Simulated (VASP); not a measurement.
Input:

```xyz
2
Lattice="2.8643 0.0000 0.0000 0.0000 2.8643 0.0000 0.0000 0.0000 2.8643" Properties=species:S:1:pos:R:3 pbc="T T T"
Al     1.4321     1.4321     1.4321
Co     0.0000     0.0000     0.0000
```

Method: rev-vdW-DF2, VASP's PBE PAW potentials (set 64) (plane waves; VASP). Numerical set-up: 520 eV cut-off, 13×13×13 Γ-centred mesh, first-order Methfessel-Paxton smearing of 0.10 eV, potentials Al Co.

### Question
Give the stress tensor in GPa (positive for a compressed cell).

### Answer

```
-5.15   0.00   0.00
 0.00  -5.15   0.00
 0.00   0.00  -5.15
```
The pressure is its mean diagonal, -5.15 GPa.

The compound is CoAl in the CsCl type structure. This cell is one point of a volume scan, at 1.03 of the reference volume. The run is not spin-polarised, so no magnetic state was tried.
